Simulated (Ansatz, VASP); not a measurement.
LiAlO in VASP and in Ansatz

```
Li Al O
1.0
     3.11775    0.00000    0.00000
     0.00000    3.11775    0.00000
     0.00000    0.00000    6.92202
Li Al O
2 2 2
Direct
  0.00000 0.00000 0.00000
  0.50000 0.50000 0.00000
  0.50000 0.00000 0.66252
  0.00000 0.50000 0.33748
  0.50000 0.00000 0.39269
  0.00000 0.50000 0.60731
```

Alike in both runs: functional PBE; k mesh 4 × 4 × 4; occupations gaussian, width 0.1 eV; no spin polarisation.

Ansatz relaxed the structure, and its values are those at the end. VASP's run is a single point on that final structure, the one shown.

```csv
,VASP,Ansatz
version,VASP 6.6.1,Ansatz 0.2.0
potentials or method,"VASP PAW PBE potentials, release 64 (Li_sv, Al, O)","scalar-relativistic, plane waves, PAW"
plane-wave cutoff (eV),520,420
valence electrons in the cell,24,24
```

|  | VASP | Ansatz | Ansatz less VASP |
| --- | --- | --- | --- |
| gap on the k mesh at the Fermi level (eV) | 1.98 | 1.98 | -0.005 |
| least direct gap on the mesh (eV) | 2.42 | 2.42 | -0.001 |
| rms of the force components (eV/Å) | 0.004 | 0.007 | +0.0032 |

Caveats: the k mesh is coarse (spacing up to 0.50 Å⁻¹), so the values aren't converged. A k mesh can miss the band edges.
